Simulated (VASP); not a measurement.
Data:

```
CELL_PARAMETERS angstrom
      2.94969     0.00000     0.00000
      0.00000     2.94969     0.00000
      0.00000     0.00000     2.94969
ATOMIC_POSITIONS crystal
  Ti 0.00000 0.00000 0.00000
  Co 0.50000 0.50000 0.50000
```

All values below come from r2SCAN meta-GGA, VASP's PBE PAW potentials (set 64) (plane waves; VASP 6.6.1). Run with 480 eV cut-off, 12×12×12 Γ-centred mesh, first-order Methfessel-Paxton smearing of 0.10 eV, potentials Ti_sv Co.

Task: Predict the energy per atom (σ→0), band gap (on the k-mesh) with the smallest direct gap where there is one.

Result: 
| Quantity | Value |
|---|---|
| band gap (on the k-mesh) | none (metal, semimetal or under 0.01 eV) |
| energy per atom (σ→0) | -13.354 eV/atom |

The compound is TiCo in the CsCl type structure. It was relaxed first. The run is not spin-polarised, so no magnetic state was tried. The electron count is odd and the run is not spin-polarised, which forces a metal.
